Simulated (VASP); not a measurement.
Consider the following.

```yaml
crystal:
  lattice:
    - [3.44237, 0.00000, 0.00000]
    - [-1.72118, 2.98118, 0.00000]
    - [0.00000, 0.00000, 5.40932]
  atoms:
    - { symbol: Ru, position: [0.00000, 0.00000, 0.00000] }
    - { symbol: Ru, position: [0.00000, 0.00000, 0.50000] }
    - { symbol: P, position: [0.33333, 0.66667, 0.25000] }
    - { symbol: P, position: [0.66667, 0.33333, 0.75000] }
```

The numbers are results of PBEsol GGA, VASP's PBE PAW potentials (set 64) (plane waves; VASP), not measurements. Run with 400 eV cut-off, 11×11×7 Γ-centred mesh, tetrahedra with Blöchl corrections, potentials Ru_pv P.

The cores are frozen, which limits the accuracy of field gradients.

Question: Give the principal components of the electric field gradient (V/Å²) and the asymmetry η at each nucleus.

Answer: 
```tsv
atom	Vxx	Vyy	Vzz	η
Ru1	22.7	22.7	-45.3	0.00
Ru2	22.7	22.7	-45.3	0.00
P3	-8.9	-8.9	17.8	0.00
P4	-8.9	-8.9	17.8	0.00
```

The structure was generated: RuP was put into the NiAs type type (P6_3/mmc), which need not be its known phase. It was relaxed first, which changed the volume by -30 %.
